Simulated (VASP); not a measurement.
The input files of a VASP run:

KPOINTS:
```
Regular mesh
0
Gamma
  15 15 15
0 0 0
```

INCAR:
```
! general
SYSTEM   =  Ag
PREC     =  Accurate
ENCUT    =  520   ! plane-wave cut-off (eV)
LREAL    =  .FALSE.   ! projection in real space or not
LASPH    =  .TRUE.   ! aspherical one-centre terms

! electronic loop
EDIFF    =  1E-7
NELM     =  100
ALGO     =  Normal   ! blocked Davidson
LMAXMIX  =  4   ! l cut-off of mixed one-centre charges

! smearing
ISMEAR   =  1   ! Methfessel-Paxton
SIGMA    =  0.1   ! width (eV)

! functional
GGA      =  PE   ! PBE
IVDW     =  13   ! D4

! ions
ISIF     =  2   ! forces and stress, cell fixed

! output
LWAVE    =  .FALSE.
LCHARG   =  .FALSE.
```

POSCAR:
```
Ag
1
    0.0000000000     2.0187539615     2.0187539615
    2.0187539615     0.0000000000     2.0187539615
    2.0187539615     2.0187539615     0.0000000000
Ag
1
Direct
  0.0000000000   0.0000000000   0.0000000000
```

POTCAR, in this order: Ag (PBE.64 set). Program: vasp_std.

Q: Translate this PBE-D4 calculation to Ansatz.

A: One equivalent input (not run):
Ansatz 0.2 input:
```yaml
crystal:
  lattice:
    - [0.0000000, 2.0187540, 2.0187540]
    - [2.0187540, 0.0000000, 2.0187540]
    - [2.0187540, 2.0187540, 0.0000000]
  atoms:
    - { symbol: Ag, position: [0.0000000, 0.0000000, 0.0000000] }
kpoints:
  mp_grid: { grid: [15, 15, 15] }
hamiltonian:
  xc: pbe
  dispersion: d4
  pseudopotentials: { kind: paw }
scf:
  occupations: { method: methfessel_paxton, width: 0.1 }
  max_iter: 100
output: { forces: true, stress: true, eigenvalues: true }
```
What does not carry over: each code has its own PAW files, so the cut-off isn't converted (ENCUT is set for VASP's; basis.ecutwfc is left out, and Ansatz then takes the one that its files recommend); Ansatz stops its SCF on the density residual and VASP on the energy change (EDIFF).

The compound is Ag in the fcc structure. This cell is one point of a volume scan, at 0.97 of the reference volume.
